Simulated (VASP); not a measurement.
VASP, PAW. Cohesive energy of CaSe (rock salt) (static; atoms at Hund's-rule spin).

| level | cohesive energy (eV/atom) |
|---|---|
| LDA | 4.99 |

Problem. Estimate the cohesive energy from PBEsol, PBE-D3(BJ), PBE.

Solution. 
- PBEsol = 4.60 eV/atom
- PBE-D3(BJ) = 4.64 eV/atom
- PBE = 4.29 eV/atom

Only levels that ran to the end are used. Left out are those held back, those with too coarse a band path, GW runs whose mesh misses a band edge, hybrids' fits of cells that aren't cubic and levels without matching references; a question may draw on a part of the rest.
